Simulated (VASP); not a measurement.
Computed with PBEsol GGA, VASP's PBE PAW potentials (set 64) (plane waves; VASP).

VASP input:

File POSCAR:
```
CsI
4.5164470
  0.9999999639   0.0000000000   0.0000000000
  0.0000000000   0.9999999639   0.0000000000
  0.0000000000   0.0000000000   0.9999999639
Cs I
1 1
Cartesian
  0.0000000000   0.0000000000   0.0000000000
  0.4999999820   0.4999999820   0.4999999820
```

**INCAR**
```
! general
SYSTEM   =  CsI
PREC     =  Accurate
ENCUT    =  400   ! plane-wave cut-off (eV)
LREAL    =  .False.
LASPH    =  .True.   ! aspherical one-centre terms

! electronic loop
EDIFF    =  1E-7
NELM     =  100   ! most electronic steps
ALGO     =  Normal   ! blocked Davidson
LMAXMIX  =  4

! smearing
ISMEAR   =  -5

! functional
GGA      =  PS

! ions
ISIF     =  2   ! forces and stress, cell fixed

! output
LWAVE    =  .False.
LCHARG   =  .True.
LORBIT   =  11   ! lm-projected
NEDOS    =  601   ! DOS grid
```

KPOINTS:
```
Automatic mesh
0
Gamma
7 7 7
0 0 0
```

POTCAR, in this order: Cs_sv I (PBE.64 set). Program: vasp_std.

Estimate the energy per atom (σ→0).

```yaml
energy per atom (σ→0): -2.887 eV/atom
```

File OSZICAR:
```
...
DAV:   7    -0.577282623957E+01    0.23969E-01   -0.11481E-01   552   0.168E+00    0.490E-01
DAV:   8    -0.577469276300E+01   -0.18665E-02   -0.76596E-03   544   0.563E-01    0.839E-02
DAV:   9    -0.577492533925E+01   -0.23258E-03   -0.58386E-04   568   0.166E-01    0.603E-02
DAV:  10    -0.577499096073E+01   -0.65621E-04   -0.10728E-04   564   0.634E-02    0.125E-02
DAV:  11    -0.577499001330E+01    0.94743E-06   -0.32877E-05   584   0.301E-02    0.432E-03
DAV:  12    -0.577499016653E+01   -0.15323E-06   -0.29030E-06   572   0.112E-02    0.110E-03
DAV:  13    -0.577499019263E+01   -0.26099E-07   -0.10845E-07   420   0.242E-03
   1 F= -.57749902E+01 E0= -.57749902E+01  d E =0.000000E+00
```

The compound is CsI in the CsCl type structure. It was relaxed first.
